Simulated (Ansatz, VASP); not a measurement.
**One calculation of NaZr3N4, two programs**

```
CELL_PARAMETERS angstrom
5.00663 0.00000 0.00000
0.00000 5.00663 0.00000
0.00000 0.00000 5.00663
ATOMIC_POSITIONS crystal
Na 0.50000 0.50000 0.50000
Zr 0.00000 0.00000 0.50000
Zr 0.50000 0.00000 0.00000
Zr 0.00000 0.50000 0.00000
N 0.23087 0.23087 0.76913
N 0.76913 0.76913 0.76913
N 0.23087 0.76913 0.23087
N 0.76913 0.23087 0.23087
```

Alike in both runs: functional PBE; k mesh 8 × 8 × 8; occupations gaussian, width 0.1 eV; no spin polarisation.

Ansatz relaxed the structure, and its values are those at the end. VASP's run is a single point on that final structure, the one shown.

|  | VASP | Ansatz |
| --- | --- | --- |
| version | VASP 6.6.1 | Ansatz 0.2.0 |
| potentials or method | VASP PAW PBE potentials, release 64 (Na_pv, Zr_sv, N) | scalar-relativistic, plane waves, PAW |
| plane-wave cutoff (eV) | 520 | 420 |
| valence electrons in the cell | 63 | 65 |

|  | VASP | Ansatz | Ansatz less VASP |
| --- | --- | --- | --- |
| gap on the k mesh at the Fermi level (eV) | none | none | - |
| pressure (GPa) | 0.1 | 0.0 | -0.14 |

A gap of «none» marks a metal or a gap that the smearing closes. The functional is the same, so the differences come from potentials, cutoffs and numerics. The two sets of potentials don't hold the same shells in valence.
